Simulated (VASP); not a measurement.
Data:

```yaml
crystal:
  lattice:
    - [5.07387, 0.00000, 0.01628]
    - [0.00000, 2.62745, 0.00000]
    - [-0.01829, 0.00000, 5.70856]
  atoms:
    - { symbol: Mn, position: [0.00000, 0.00000, 0.00000] }
    - { symbol: Mn, position: [0.50000, 0.50000, 0.50000] }
    - { symbol: P, position: [0.82804, 0.00000, 0.37297] }
    - { symbol: P, position: [0.17196, 0.00000, 0.62703] }
    - { symbol: P, position: [0.67202, 0.50000, 0.87297] }
    - { symbol: P, position: [0.32798, 0.50000, 0.12703] }
```

These are PBEsol GGA, VASP's PBE PAW potentials (set 64) (plane waves; VASP) values and carry that method's errors. Numerical set-up: 400 eV cut-off, Gaussian smearing of 0.050 eV, potentials Mn_pv P.

Task: Give the energies of bands 13 to 26 at the high-symmetry points, in eV from the Fermi level.

Result: 
| band | Γ | Z | D | B | A | E | C2 | Y2 |
|---|---|---|---|---|---|---|---|---|
| 13 | -4.57 | -4.82 | -3.65 | -4.16 | -3.87 | -5.71 | -5.28 | -2.93 |
| 14 | -4.40 | -4.82 | -3.65 | -4.16 | -3.87 | -5.70 | -5.28 | -2.93 |
| 15 | -3.44 | -2.77 | -3.58 | -2.73 | -2.42 | -3.33 | -3.68 | -2.63 |
| 16 | -3.13 | -2.77 | -3.58 | -2.73 | -2.42 | -3.33 | -3.68 | -2.63 |
| 17 | -1.83 | -2.29 | -2.66 | -1.42 | -1.27 | -2.62 | -3.17 | -1.29 |
| 18 | -1.40 | -2.29 | -2.66 | -1.42 | -1.27 | -2.62 | -3.17 | -1.28 |
| 19 | -0.58 | -2.22 | -1.75 | -0.53 | -1.25 | -1.50 | -2.20 | -0.78 |
| 20 | -0.51 | -2.22 | -1.75 | -0.53 | -1.25 | -1.50 | -2.20 | -0.78 |
| 21 | -0.40 | -1.15 | -0.89 | -0.24 | -0.66 | -0.55 | -1.10 | -0.62 |
| 22 | -0.09 | -1.15 | -0.88 | -0.24 | -0.66 | -0.55 | -1.10 | -0.62 |
| 23 | 0.30 | -0.20 | 0.05 | 0.29 | 0.37 | 0.11 | -0.23 | 0.33 |
| 24 | 0.43 | -0.20 | 0.05 | 0.29 | 0.37 | 0.11 | -0.23 | 0.33 |
| 25 | 2.69 | 1.29 | 1.36 | 2.84 | 2.24 | 1.71 | 2.09 | 3.43 |
| 26 | 3.68 | 1.29 | 1.36 | 2.84 | 2.24 | 1.71 | 2.09 | 3.43 |

It has no gap at this level: it comes out as a metal or semimetal.

The structure comes from a computed database's MnP2 entry (P2/m); how it stands against other phases isn't given here. It was relaxed first, which changed the volume by -6 %. The relaxed cell has space group Pnnm. The run is not spin-polarised, so no magnetic state was tried.
